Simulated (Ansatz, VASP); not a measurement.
MgSnO2 in VASP and in Ansatz

INCAR

```
ALGO     = Normal         # electronic algorithm
EDIFF    = 1E-7           # SCF threshold, eV
ENCUT    = 520            # plane-wave cutoff, eV
GGA      = PE             # functional
ISIF     = 2              # what is computed and relaxed
ISMEAR   = 0              # smearing method
LASPH    = True           # aspherical terms in the spheres
LCHARG   = True           # write CHGCAR
LELF     = True           # ELF
LREAL    = False          # projectors in reciprocal space
LVHAR    = True         
LWAVE    = False          # write WAVECAR
NBANDS   = 22             # bands
NELM     = 100            # most SCF steps
PREC     = Accurate       # precision mode
SIGMA    = 0.1            # smearing width, eV
```

The input KPOINTS:

```
k-points
0
Gamma
  6 6 4
```

Contents of POSCAR:

```
MgSnO2
1.0
    3.3105516300      0.0000000000      0.0000000000
   -1.6552758200      2.8670218200      0.0000000000
    0.0000000000      0.0000000000      5.4533488900
Mg Sn O
1 1 2
Direct
    0.0000000000      0.0000000000      0.0000000000
    0.0000000000      0.0000000000      0.5000000000
    0.3333333300      0.6666666700      0.7412755700
    0.6666666700      0.3333333300      0.2587244300
```

Input for Ansatz:

```yaml
crystal:
  lattice:
    - [3.31055163, 0.0, 0.0]
    - [-1.65527582, 2.86702182, 0.0]
    - [0.0, 0.0, 5.45334889]
  atoms:
    - { symbol: Mg, position: [0.0, 0.0, 0.0] }
    - { symbol: Sn, position: [0.0, 0.0, 0.5] }
    - { symbol: O, position: [0.33333333, 0.66666667, 0.74127557] }
    - { symbol: O, position: [0.66666667, 0.33333333, 0.25872443] }
basis:
  ecutwfc: 420
kpoints:
  mp_grid: { grid: [6, 6, 4] }
hamiltonian:
  xc: pbe
scf:
  occupations: { method: gaussian, width: 0.1 }
  lower_state_search: "off"
output:
  forces: true
  stress: true
  eigenvalues: true
```

Alike in both runs: task single point; functional PBE; k mesh 6 × 6 × 4; occupations gaussian, width 0.1 eV; no spin polarisation.

|  | VASP | Ansatz |
| --- | --- | --- |
| version | VASP 6.6.1 | Ansatz 0.2.0 |
| potentials or method | VASP PAW PBE potentials, release 64 (Mg, Sn_d, O) | scalar-relativistic, plane waves, PAW |
| plane-wave cutoff (eV) | 520 | 420 |
| valence electrons in the cell | 28 | 36 |

Ansatz gave:

```
gap on the k mesh at the Fermi level (eV)       : none
pressure (GPa)                                  : 16.6
largest component of the traceless stress (GPa) : 7.52
rms of the force components (eV/Å)              : 1.450
```

Problem. Estimate VASP's values.

Solution. gap on the k mesh at the Fermi level (eV): none; pressure (GPa): 16.5; largest component of the traceless stress (GPa): 7.47; rms of the force components (eV/Å): 1.464.

Atom by atom the forces differ by 0.014 eV/Å (rms over components). A gap of «none» marks a metal or a gap that the smearing closes. The two sets of potentials don't hold the same shells in valence.

Caveats: the k mesh is coarse (spacing up to 0.37 Å⁻¹), so the values aren't converged; so large a pressure means that the cell lies far from this level's equilibrium, or that cutoff or potentials fall short (VASP); forces of over 1 eV/Å show positions far from the minimum, so gaps and moduli don't describe the material at rest.
